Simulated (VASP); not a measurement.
The system is PtSe2 (Sudovikovite).

```xyz
3
Lattice="3.7240 0.0000 0.0000 -1.8620 3.2251 0.0000 0.0000 0.0000 5.0620" Properties=species:S:1:pos:R:3 pbc="T T T"
Pt    0.0000    0.0000    0.0000
Se    0.0000    2.1501    1.2655
Se    1.8620    1.0750    3.7965
```

| Quantity | Value |
| --- | --- |
| Program | VASP 6.6.1 |
| Task | relaxation of cell and atoms |
| Functional | r2SCAN |
| Potentials or basis | VASP PAW PBE potentials, release 64 (Pt, Se) |
| Cutoff | 600 eV |
| k mesh | 9 × 9 × 5 |
| Occupations | gaussian, width 0.03 eV |
| Spin | no spin polarisation |

At the start: pressure 5.0 GPa; volume 20.27 Å³/atom.

Problem. Where does the relaxation end?

Solution. Over 20 steps the energy falls by 24.1 meV/atom and the volume is 23.09 Å³/atom (+13.9 %); space group P-3m1 (No. 164, to 0.05 Å).

Step by step:
```
step  energy change (eV)  largest force (eV/Å)  pressure (GPa)  volume (Å³)
   1              0.0000                0.3766            5.02        60.80
   2              0.0563                0.8011           -6.54        66.55
   3             -0.0335                0.1149            0.03        62.88
   4             -0.0335                0.1058            0.13        62.84
   5             -0.0376                0.1183            0.13        63.07
   6             -0.0468                0.1554            0.17        63.76
   7             -0.0539                0.2361            0.44        65.07
   8             -0.0576                0.2279            0.19        65.56
   9             -0.0655                0.2012           -0.46        67.02
  10             -0.0683                0.1405           -1.38        69.97
  11             -0.0692                0.1571           -1.07        68.91
  12             -0.0721                0.0064           -0.12        68.98
  13             -0.0721                0.0153            0.02        68.99
  14             -0.0721                0.0198            0.04        68.99
  15             -0.0722                0.0166            0.04        69.02
  16             -0.0723                0.0096            0.07        69.11
  17             -0.0723                0.0045            0.12        69.29
  18             -0.0724                0.0026            0.10        69.21
  19             -0.0724                0.0250           -0.12        69.37
  20             -0.0724                0.0089            0.01        69.27
```

Final structure:
```xyz
3
Lattice="3.7190 0.0000 0.0000 -1.8595 3.2207 0.0000 0.0000 0.0000 5.7835" Properties=species:S:1:pos:R:3 pbc="T T T"
Pt    0.0000    0.0000    0.0000
Se    0.0000    2.1472    1.3115
Se    1.8595    1.0736    4.4720
```

Caveat: the PAW data sets were made with another functional, which shifts forces and pressure a little; the volume moved by +14 % from the deposited cell, more than functionals usually miss.
